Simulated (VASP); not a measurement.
Crystal: W2C3.

```
CELL_PARAMETERS angstrom
3.57218 0.00000 0.00000
-1.78609 3.09360 0.00000
0.00000 0.00000 5.70539
ATOMIC_POSITIONS crystal
W 0.66667 0.33333 0.75018
W 0.33333 0.66667 0.24982
C 0.66667 0.33333 0.35408
C 0.33333 0.66667 0.64592
C 0.00000 0.00000 0.00000
```

The cell was built by a generator and needn't be a form met in nature.

| Item | Value |
| --- | --- |
| Program | VASP 6.6.1 |
| Task | relaxation of cell and atoms |
| Functional | PBE |
| Potentials or basis | VASP PAW PBE potentials, release 64 (W_sv, C) |
| Cutoff | 520 eV |
| k mesh | 6 × 6 × 3 |
| Occupations | gaussian, width 0.15 eV |
| Spin | no spin polarisation |

At the start: pressure -32.4 GPa; volume 12.61 Å³/atom.

Task: How do energy, volume and symmetry change on relaxing?

Result: Over 20 steps the energy falls by 381.0 meV/atom and the volume is 9.58 Å³/atom (-24.0 %); space group P-3m1 (No. 164, to 0.05 Å).

Step by step:
| step | energy change (eV) | largest force (eV/Å) | pressure (GPa) | volume (Å³) |
| --- | --- | --- | --- | --- |
| 1 | 0.0000 | 1.1015 | -32.40 | 63.05 |
| 2 | 2.9637 | 5.5998 | 126.91 | 42.50 |
| 3 | -1.0393 | 0.6554 | -3.47 | 55.05 |
| 4 | -1.0464 | 0.6852 | -0.63 | 54.56 |
| 5 | -1.0469 | 0.6945 | 0.09 | 54.39 |
| 6 | -1.1374 | 0.7895 | 0.51 | 54.13 |
| 7 | -1.3887 | 1.1329 | -0.15 | 53.26 |
| 8 | -1.5196 | 1.2824 | -5.01 | 51.20 |
| 9 | -1.5667 | 1.1795 | -4.30 | 50.77 |
| 10 | -1.6699 | 0.8611 | -1.23 | 49.49 |
| 11 | -1.7225 | 1.5257 | 11.19 | 46.98 |
| 12 | -1.7367 | 1.3047 | 4.30 | 48.10 |
| 13 | -1.7412 | 1.4152 | 6.33 | 47.70 |
| 14 | -1.8214 | 1.0113 | 4.04 | 47.83 |
| 15 | -1.8412 | 0.5575 | 2.87 | 47.92 |
| 16 | -1.8730 | 0.4066 | -1.05 | 48.34 |
| 17 | -1.8822 | 0.2406 | -4.83 | 48.75 |
| 18 | -1.9018 | 0.0413 | -1.76 | 48.21 |
| 19 | -1.9036 | 0.1543 | -0.44 | 47.99 |
| 20 | -1.9051 | 0.0763 | -0.43 | 47.91 |

Final structure:
```yaml
crystal:
  lattice:
    - [2.93361, 0.00000, 0.00000]
    - [-1.46681, 2.54058, 0.00000]
    - [0.00000, 0.00000, 6.42810]
  atoms:
    - { symbol: W, position: [0.66667, 0.33333, 0.78363] }
    - { symbol: W, position: [0.33333, 0.66667, 0.21637] }
    - { symbol: C, position: [0.66667, 0.33333, 0.45202] }
    - { symbol: C, position: [0.33333, 0.66667, 0.54798] }
    - { symbol: C, position: [0.00000, 0.00000, 0.00000] }
```

Caveat: the k mesh is coarse (spacing up to 0.37 Å⁻¹), so the values aren't converged; the volume moved by over 15 % at a fixed basis, so the end points are rough.
